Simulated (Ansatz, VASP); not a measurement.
## HfBr: VASP beside Ansatz

The input INCAR:

```
SYSTEM = HfBr
  PREC = Accurate
  ENCUT = 600
  EDIFF = 1E-6
  ISMEAR = 0
  SIGMA = 0.1
  LREAL = .False.
  LASPH = .True.
  NELM = 80
  ALGO = Normal
  ISIF = 3
  LWAVE = .False.
  LCHARG = .False.
  GGA = PE
  IBRION = 2
  NSW = 90
  EDIFFG = -0.04
```

KPOINTS

```
regular mesh
0
Gamma
  6 6 6
  0 0 0
```

The input POSCAR:

```
HfBr
1.0
    0.0000000000      2.9236439196      2.9236439196
    2.9236439196      0.0000000000      2.9236439196
    2.9236439196      2.9236439196      0.0000000000
Hf Br
1 1
Direct
    0.0000000000      0.0000000000      0.0000000000
    0.5000000000      0.5000000000      0.5000000000
```

Input for Ansatz:

```yaml
crystal:
  lattice:
    - [0.0, 2.9236439196, 2.9236439196]
    - [2.9236439196, 0.0, 2.9236439196]
    - [2.9236439196, 2.9236439196, 0.0]
  atoms:
    - { symbol: Hf, position: [0.0, 0.0, 0.0] }
    - { symbol: Br, position: [0.5, 0.5, 0.5] }
basis:
  ecutwfc: 420
kpoints:
  mp_grid: { grid: [6, 6, 6] }
hamiltonian:
  xc: pbe
scf:
  occupations: { method: gaussian, width: 0.1 }
  lower_state_search: "off"
output:
  forces: true
  stress: true
  eigenvalues: true
relax:
  adjacent_minimum: "off"
  f_tol: 0.04
  max_steps: 70
  cell: { stress_tol: 0.4 }
```

Alike in both runs: task relaxation of cell and atoms; functional PBE; k mesh 6 × 6 × 6; occupations gaussian, width 0.1 eV; no spin polarisation.

|  | VASP | Ansatz |
| --- | --- | --- |
| version | VASP 6.6.1 | Ansatz 0.2.0 |
| potentials or method | VASP PAW PBE potentials, release 64 (Hf_pv, Br) | scalar-relativistic, plane waves, PAW |
| plane-wave cutoff (eV) | 600 | 420 |
| valence electrons in the cell | 17 | 33 |

```csv
,VASP,Ansatz,Ansatz less VASP
"gap on the k mesh at the Fermi level, each at its own relaxed structure (eV)",none,none,-
relaxed volume (Å³/atom),21.53,21.75,+0.218
relaxed cell length with the largest relative difference (Å),3.934,3.947,+0.0132
energy change over the relaxation (meV/atom),-91,-81,+9.5
```

A gap of «none» marks a metal or a gap that the smearing closes. The two sets of potentials don't hold the same shells in valence.

Caveats: the bands computed are all filled at some k points, so no gap is given. The runs have no spin-orbit coupling, so splittings on Hf are missing.
